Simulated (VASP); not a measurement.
Data:

```xyz
2
Lattice="0.0000 2.2067 2.2067 2.2067 0.0000 2.2067 2.2067 2.2067 0.0000" Properties=species:S:1:pos:R:3 pbc="T T T"
B      0.0000     0.0000     0.0000
P      1.1033     1.1033     1.1033
```

All values below come from PBE GGA with D3 dispersion (Becke-Johnson damping), VASP's PBE PAW potentials (set 64) (plane waves; VASP). Settings: 520 eV cut-off, 10×10×10 Γ-centred mesh, Gaussian smearing of 0.050 eV, potentials B P.

Question: Give the stress tensor in GPa (positive for a compressed cell).

Answer: 
```
11.83   0.00   0.00
 0.00  11.83   0.00
 0.00   0.00  11.83
```
The pressure is its mean diagonal, 11.83 GPa.

The compound is BP in the zinc blende structure. This cell is one point of a volume scan, at 0.94 of the reference volume.
